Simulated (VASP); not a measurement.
Here is the system:

```
CELL_PARAMETERS angstrom
      2.59719     1.49949     4.72102
     -2.59719     1.49949     4.72102
      0.00000    -2.99898     4.72102
ATOMIC_POSITIONS crystal
  Li 0.64247 0.64247 0.64247
  Li 0.35753 0.35753 0.35753
  Nb 0.85543 0.85543 0.85543
  Nb 0.14457 0.14457 0.14457
  O  0.04356 0.43886 0.78394
  O  0.95644 0.56114 0.21606
  O  0.78394 0.04356 0.43886
  O  0.21606 0.95644 0.56114
  O  0.43886 0.78394 0.04356
  O  0.56114 0.21606 0.95644
```

These are PBEsol GGA, VASP's PBE PAW potentials (set 64) (plane waves; VASP 6.6.1) values and carry that method's errors. Settings: 520 eV cut-off, 7×7×7 Γ-centred mesh, Gaussian smearing of 0.010 eV, potentials Li_sv Nb_sv O.

**Question.** What does the run give for the energy per atom (σ→0)?

**Answer.** 
```json
{
 "energy per atom (σ→0)": "-8.319 eV/atom"
}
```

Only differences to runs with the same potentials and settings are physical.

The structure comes from a computed database's LiNbO3 entry (R-3); how it stands against other phases isn't given here. It was relaxed first, which changed the volume by -6 %.
